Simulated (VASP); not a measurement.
AlInN2 (space group I-42d): the band gap from VASP (plane waves, PAW) at several levels of theory. Gaps are without spin-orbit coupling. Each level names its cell: its own relaxed one, PBE's, or the starting one. A gap is the smallest over the k-mesh and a band path; hybrids may have named points in place of the path, and GW has the mesh alone. mBJ is a potential without an energy functional, so only the levels count.

| level | band gap (eV) |
|---|---|
| PBEsol (own cell) | 1.37 |
| mBJ (TB09) (starting cell) | 2.28 |

The cell of the PBEsol (own cell) run:

```cif
data_Al2In2N4
_chemical_formula_sum 'Al2 In2 N4'
_space_group_name_H-M_alt 'P 1'
_space_group_IT_number 1
_cell_length_a 5.67469
_cell_length_b 5.67469
_cell_length_c 5.67469
_cell_angle_alpha 131.075
_cell_angle_beta 131.075
_cell_angle_gamma 71.694
loop_
_space_group_symop_operation_xyz
  'x, y, z'
loop_
_atom_site_label
_atom_site_type_symbol
_atom_site_fract_x
_atom_site_fract_y
_atom_site_fract_z
_atom_site_occupancy
Al1 Al 0.75000 0.25000 0.50000 1
Al2 Al 0.00000 0.00000 0.00000 1
In1 In 0.25000 0.75000 0.50000 1
In2 In 0.50000 0.50000 0.00000 1
N1 N 0.67273 0.12500 0.04773 1
N2 N 0.87500 0.92273 0.54773 1
N3 N 0.07727 0.62500 0.95227 1
N4 N 0.37500 0.32727 0.45227 1
```

Only levels that ran to the end are used. Left out are those held back, those with too coarse a band path, GW runs whose mesh misses a band edge, hybrids' fits of cells that aren't cubic and levels without matching references; a question may draw on a part of the rest.

The structure comes from a computed database's AlInN2 entry (I-42d); how it stands against other phases isn't given here.
